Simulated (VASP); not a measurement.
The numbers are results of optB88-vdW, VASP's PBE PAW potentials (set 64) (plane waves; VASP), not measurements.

VASP ran on this input.

File KPOINTS:
```
K-points
0
G
5 5 5
0 0 0
```

File POSCAR:
```
SrCl2
1.0
  0.0000000000   3.4859022017   3.4859022017
  3.4859022017   0.0000000000   3.4859022017
  3.4859022017   3.4859022017   0.0000000000
Sr Cl
1 2
Direct
  1.0000000000   0.0000000000   0.0000000000
  0.2500000000   0.2500000000   0.2500000000
  0.7500000000   0.7500000000   0.7500000000
```

INCAR:
```
! general
SYSTEM   = SrCl2
PREC     = Accurate
ENCUT    = 520
LREAL    = F   ! projection in real space or not
LASPH    = T

! electronic loop
EDIFF    = 1E-6   ! SCF stop (eV)
NELM     = 100
ALGO     = Normal
LMAXMIX  = 4   ! l cut-off of mixed one-centre charges

! smearing
ISMEAR   = 0
SIGMA    = 0.05

! functional
GGA      = BO
LUSE_VDW = T
AGGAC    = 0.0
PARAM1   = 0.1833333333
PARAM2   = 0.22

! ions
IBRION   = 2
NSW      = 60
ISIF     = 3   ! ions, shape and volume
EDIFFG   = -0.02

! output
LWAVE    = F
LCHARG   = F
```

POTCAR, in this order: Sr_sv Cl (PBE.64 set). Program: vasp_std.

Problem. What will the output report for the number of irreducible k-points (NKPTS), largest plane-wave count, number of space-group operations, FFT grid (NGX, NGY, NGZ)?

Solution. 
The number of irreducible k-points (NKPTS) is 10 and the largest plane-wave count comes out as 2289. The number of space-group operations comes out as 48 and the FFT grid (NGX, NGY, NGZ) is 40 × 40 × 40.

The compound is SrCl2 in the fluorite structure. It was relaxed first. The start is the result of an earlier pass.
